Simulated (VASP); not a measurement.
```yaml
crystal:
  lattice:
    - [1.72739, -2.99187, 0.00000]
    - [1.72739, 2.99187, 0.00000]
    - [0.00000, 0.00000, 5.76840]
  atoms:
    - { symbol: Mg, position: [0.00000, 0.00000, 0.00000] }
    - { symbol: I, position: [0.33333, 0.66667, 0.28420] }
    - { symbol: I, position: [0.66667, 0.33333, 0.71580] }
```

Level of theory: PBE GGA, VASP's PBE PAW potentials (set 64) (plane waves; VASP 6.6.1). Numerical set-up: 500 eV cut-off, 7×7×4 Γ-centred mesh, Gaussian smearing of 0.050 eV, potentials Mg I.

Without a dispersion term in the relaxation, distances and binding between the weakly bound layers, chains or molecules are unreliable, and so is what depends on them.

Problem. What does the run give for the energy per atom (σ→0), pressure?

Solution. 
```yaml
energy per atom (σ→0): -1.316 eV/atom
pressure: 44.97 GPa
```

The compound is MgI2 in the 1T layered structure. It was relaxed first under an external pressure of 45 GPa.
